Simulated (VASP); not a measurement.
Level of theory: r2SCAN+rVV10, VASP's PBE PAW potentials (set 64) (plane waves; VASP).

VASP input:

### KPOINTS
```
kpoints
0
G
 15 15 15
0 0 0
```

### POSCAR
```
Mo
1
   -1.5705000000     1.5705000000     1.5705000000
    1.5705000000    -1.5705000000     1.5705000000
    1.5705000000     1.5705000000    -1.5705000000
Mo
1
Direct
  0.0000000000   0.0000000000   0.0000000000
```

**INCAR**
```
SYSTEM  =  Mo
PREC  =  Accurate; ENCUT  =  400; LREAL  =  F
LASPH  =  T
EDIFF  =  1E-6; NELM  =  100; ALGO  =  Normal
LMAXMIX  =  4; LMIXTAU  =  T
ISMEAR  =  1; SIGMA  =  0.1
METAGGA  =  R2SCAN; LUSE_VDW  =  T; BPARAM  =  11.95
CPARAM  =  0.0093
IBRION  =  2; NSW  =  60; ISIF  =  3
EDIFFG  =  -0.01
LWAVE  =  F; LCHARG  =  F
```

POTCAR, in this order: Mo_sv (PBE.64 set). Program: vasp_std.

The resulting files:

**OUTCAR**
```
 ion  position               nearest neighbor table
   1  0.000  0.000  0.000-
  LATTYP: Found a body centered cubic cell.
 ALAT       =     3.1410000000
 Subroutine PRICEL returns:
 Original cell was already a primitive cell.
 Subroutine GETGRP returns: Found 48 space group operations
The static configuration has the point symmetry O_h .
The dynamic configuration has the point symmetry O_h .
 Subroutine INISYM returns: Found 48 space group operations
 Subroutine IBZKPT returns following result:
 Found    120 irreducible k-points:

 Following reciprocal coordinates:
            Coordinates               Weight
  0.000000  0.000000  0.000000      1.000000
  0.066667  0.000000  0.000000     12.000000
  0.133333  0.000000  0.000000     12.000000
  0.200000  0.000000  0.000000     12.000000
  0.266667  0.000000  0.000000     12.000000
  0.333333  0.000000  0.000000     12.000000
  0.400000  0.000000  0.000000     12.000000
  0.466667  0.000000  0.000000     12.000000
  0.066667  0.066667  0.000000     24.000000
  0.133333  0.066667  0.000000     48.000000
  0.200000  0.066667  0.000000     48.000000
  0.266667  0.066667 -0.000000     48.000000
  0.333333  0.066667  0.000000     48.000000
  0.400000  0.066667  0.000000     48.000000
  0.466667  0.066667  0.000000     24.000000
  0.133333  0.133333  0.000000     24.000000
  0.200000  0.133333 -0.000000     48.000000
  0.266667  0.133333 -0.000000     48.000000
  0.333333  0.133333  0.000000     48.000000
  0.400000  0.133333  0.000000     48.000000
  0.200000  0.200000  0.000000     24.000000
  0.266667  0.200000 -0.000000     48.000000
  0.333333  0.200000  0.000000     48.000000
  0.400000  0.200000  0.000000     24.000000
  0.266667  0.266667  0.000000     24.000000
  0.333333  0.266667  0.000000     48.000000
  0.333333  0.333333  0.000000      8.000000
  0.066667  0.066667  0.066667      8.000000
  0.133333  0.066667  0.066667     24.000000
  0.200000  0.066667  0.066667     24.000000
  0.266667  0.066667  0.066667     24.000000
  0.333333  0.066667  0.066667     24.000000
  0.400000  0.066667  0.066667     24.000000
 -0.066667  0.066667  0.066667      6.000000
  0.133333  0.133333  0.066667     24.000000
  0.200000  0.133333  0.066667     48.000000
  0.266667  0.133333  0.066667     48.000000
  0.333333  0.133333  0.066667     48.000000
  0.400000  0.133333  0.066667     24.000000
 -0.133333  0.133333  0.066667     24.000000
   k-points           NKPTS =    120   k-points in BZ     NKDIM =    120   number of bands    NBANDS=     11
   number of dos      NEDOS =    301   number of ions     NIONS =      1
   total plane-waves  NPLWV =   5832
   dimension x,y,z NGX =    18 NGY =   18 NGZ =   18
   dimension x,y,z NGXF=    36 NGYF=   36 NGZF=   36
   ions per type =               1
   PREC   = accura    normal or accurate (medium, high low for compatibility)
   ISTART =      0    job   : 0-new  1-cont  2-samecut
   ICHARG =      2    charge: 1-file 2-atom 10-const
   ISPIN  =      1    spin polarized calculation?
   LNONCOLLINEAR =      F non collinear calculations
   LSORBIT =      F    spin-orbit coupling
   INIWAV =      1    electr: 0-lowe 1-rand  2-diag
   ENCUT  =  400.0 eV  29.40 Ry    5.42 a.u.   4.44  4.44  4.44*2*pi/ulx,y,z
   NELM   =    100;   NELMIN=  2; NELMDL= -5     # of ELM steps
   EDIFF  = 0.1E-05   stopping-criterion for ELM
   LREAL  =      F    real-space projection
   NLSPLINE    = F    spline interpolate recip. space projectors
   LMAXMIX     =    4 max onsite mixed and CHGCAR
   VOSKOWN=      0    Vosko Wilk Nusair interpolation
...
```

**OSZICAR**
```
       N       E                     dE             d eps       ncg     rms          rms(c)
DAV:   1     0.528339637691E+02    0.52834E+02   -0.74108E+03  2672   0.110E+03
DAV:   2    -0.311714244785E+02   -0.84005E+02   -0.81201E+02  2859   0.307E+02
DAV:   3    -0.321981644078E+02   -0.10267E+01   -0.10191E+01  3063   0.340E+01
DAV:   4    -0.322007464323E+02   -0.25820E-02   -0.25818E-02  2886   0.205E+00
DAV:   5    -0.322007595559E+02   -0.13124E-04   -0.13123E-04  3098   0.139E-01    0.187E+01
DAV:   6    -0.250652559146E+02    0.71355E+01   -0.41999E+00  2790   0.269E+01    0.196E+00
DAV:   7    -0.258845518407E+02   -0.81930E+00   -0.20604E-01  2709   0.548E+00    0.177E+00
DAV:   8    -0.253301926853E+02    0.55436E+00   -0.73536E-01  2946   0.983E+00    0.312E+00
DAV:   9    -0.257687663664E+02   -0.43857E+00   -0.23093E-01  2862   0.468E+00    0.119E+00
DAV:  10    -0.258515968601E+02   -0.82830E-01   -0.15462E-02  2838   0.145E+00    0.472E-01
DAV:  11    -0.258537203317E+02   -0.21235E-02   -0.29687E-03  2907   0.677E-01    0.540E-02
DAV:  12    -0.258535967375E+02    0.12359E-03   -0.14486E-04  2829   0.159E-01    0.279E-02
DAV:  13    -0.258536215545E+02   -0.24817E-04   -0.54831E-05  2736   0.107E-01    0.159E-02
DAV:  14    -0.258536357744E+02   -0.14220E-04   -0.33876E-05  2841   0.778E-02    0.589E-03
DAV:  15    -0.258536408508E+02   -0.50764E-05   -0.23822E-06  2796   0.222E-02    0.207E-03
DAV:  16    -0.258536431765E+02   -0.23257E-05   -0.57606E-07  1389   0.823E-03    0.109E-03
DAV:  17    -0.258536437493E+02   -0.57286E-06   -0.10834E-07  1347   0.362E-03
   1 F= -.25853644E+02 E0= -.25853437E+02  d E =-.258536E+02
       N       E                     dE             d eps       ncg     rms          rms(c)
DAV:   1    -0.259329608976E+02   -0.79318E-01   -0.22009E+00  2757   0.216E+01    0.290E+00
DAV:   2    -0.258511841355E+02    0.81777E-01   -0.16382E-01  2715   0.510E+00    0.581E-01
DAV:   3    -0.258478718276E+02    0.33123E-02   -0.29583E-02  2835   0.217E+00    0.370E-01
DAV:   4    -0.258392744903E+02    0.85973E-02   -0.83983E-03  2727   0.112E+00    0.121E-01
DAV:   5    -0.258494174483E+02   -0.10143E-01   -0.55742E-03  2688   0.936E-01    0.192E-02
DAV:   6    -0.258500905153E+02   -0.67307E-03   -0.16809E-04  2739   0.166E-01    0.923E-03
DAV:   7    -0.258500849610E+02    0.55542E-05   -0.28535E-05  2829   0.687E-02    0.519E-03
DAV:   8    -0.258501164933E+02   -0.31532E-04   -0.87627E-06  2667   0.416E-02    0.883E-04
DAV:   9    -0.258501210991E+02   -0.46058E-05   -0.53566E-07  1533   0.107E-02    0.328E-04
DAV:  10    -0.258501202239E+02    0.87522E-06   -0.30406E-08  1335   0.275E-03
   2 F= -.25850120E+02 E0= -.25849880E+02  d E =0.352353E-02
       N       E                     dE             d eps       ncg     rms          rms(c)
DAV:   1    -0.259004849776E+02   -0.50364E-01   -0.12322E+00  2754   0.161E+01    0.240E+00
DAV:   2    -0.258548787759E+02    0.45606E-01   -0.85204E-02  2736   0.376E+00    0.431E-01
DAV:   3    -0.258529035901E+02    0.19752E-02   -0.17810E-02  2811   0.169E+00    0.353E-01
DAV:   4    -0.258482970959E+02    0.46065E-02   -0.43375E-03  2724   0.804E-01    0.121E-01
DAV:   5    -0.258540293814E+02   -0.57323E-02   -0.21536E-03  2697   0.580E-01    0.755E-03
DAV:   6    -0.258540594795E+02   -0.30098E-04   -0.38153E-05  2826   0.813E-02    0.104E-02
DAV:   7    -0.258540736256E+02   -0.14146E-04   -0.14004E-05  2757   0.500E-02    0.303E-03
DAV:   8    -0.258540766794E+02   -0.30538E-05   -0.20454E-06  2655   0.197E-02    0.118E-03
DAV:   9    -0.258540749593E+02    0.17201E-05   -0.65150E-08  1329   0.310E-03    0.211E-04
DAV:  10    -0.258540752164E+02   -0.25708E-06   -0.21233E-09  1320   0.560E-04
   3 F= -.25854075E+02 E0= -.25853861E+02  d E =-.431467E-03
```

File OUTCAR:
```
------------------------ aborting loop because EDIFF is reached ----------------------------------------
  FORCE on cell =-STRESS in cart. coord.  units (eV):
  Direction    XX          YY          ZZ          XY          YZ          ZX
  --------------------------------------------------------------------------------------
  Total        0.0001489      0.0001489      0.0001489      0.0000000      0.0000000     -0.0000000
  in kB        0.0153147      0.0153147      0.0153147      0.0000000      0.0000000     -0.0000000
  external PRESSURE =       0.0153147 kB  Pullay stress =       0.0000000 kB
  volume of cell :       15.58
      direct lattice vectors                 reciprocal lattice vectors
    -1.573409135  1.573409135  1.573409135     0.000000000  0.317781300  0.317781300
     1.573409135 -1.573409135  1.573409135     0.317781300  0.000000000  0.317781300
     1.573409135  1.573409135 -1.573409135     0.317781300  0.317781300  0.000000000
 POSITION                                       TOTAL-FORCE (eV/Angst)
 -----------------------------------------------------------------------------------
     -0.00000      0.00000      0.00000        -0.000000      0.000000      0.000000
 -----------------------------------------------------------------------------------
    total drift:                                0.000000     -0.000000      0.000000
  FREE ENERGIE OF THE ION-ELECTRON SYSTEM (eV)
  ---------------------------------------------------
  free  energy   TOTEN  =       -25.8540752164 eV

  energy  without entropy=      -25.8534320757  energy(sigma->0) =      -25.85386084

 reached required accuracy - stopping structural energy minimisation
```
(Selected blocks of OUTCAR.)

### CONTCAR
```
Mo
   1.00000000000000
    -1.5734091350903641    1.5734091350903641    1.5734091350903641
     1.5734091350903641   -1.5734091350903641    1.5734091350903641
     1.5734091350903641    1.5734091350903641   -1.5734091350903641
  Mo
     1
Direct
     0.0000000000000000    0.0000000000000000    0.0000000000000000
```

The structure comes from a measured Mo entry (Im-3m) of the Crystallography Open Database, whose conditions weren't checked. This run relaxes it. Symmetry was kept, so distortions that lower it aren't found.
